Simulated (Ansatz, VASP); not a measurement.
**Two plane-wave programs on Ta2SiO2**

```xyz
5
Lattice="2.9165 0.0000 0.0000 -1.4582 2.5257 0.0000 0.0000 0.0000 9.6354" Properties=species:S:1:pos:R:3 pbc="T T T"
Ta    1.4582    0.8419    6.0534
Ta    0.0000    1.6838    3.5819
Si    0.0000    0.0000    0.0000
O     0.0000    1.6838    7.3424
O     1.4582    0.8419    2.2930
```

Alike in both runs: functional PBE; k mesh 12 × 12 × 4; occupations gaussian, width 0.1 eV; no spin polarisation.

Ansatz relaxed the structure, and its values are those at the end. VASP's run is a single point on that final structure, the one shown.

```csv
,VASP,Ansatz
version,VASP 6.6.1,Ansatz 0.2.0
potentials or method,"VASP PAW PBE potentials, release 64 (Ta_pv, Si, O)","scalar-relativistic, plane waves, PAW"
plane-wave cutoff (eV),520,420
valence electrons in the cell,38,42
```

|  | VASP | Ansatz | Ansatz less VASP |
| --- | --- | --- | --- |
| gap on the k mesh at the Fermi level (eV) | none | none | - |
| pressure (GPa) | 0.3 | 0.0 | -0.35 |
| rms of the force components (eV/Å) | 0.040 | 0.001 | -0.0391 |

A gap of «none» marks a metal or a gap that the smearing closes. The two sets of potentials don't hold the same shells in valence.

The runs have no spin-orbit coupling, so splittings on Ta are missing.
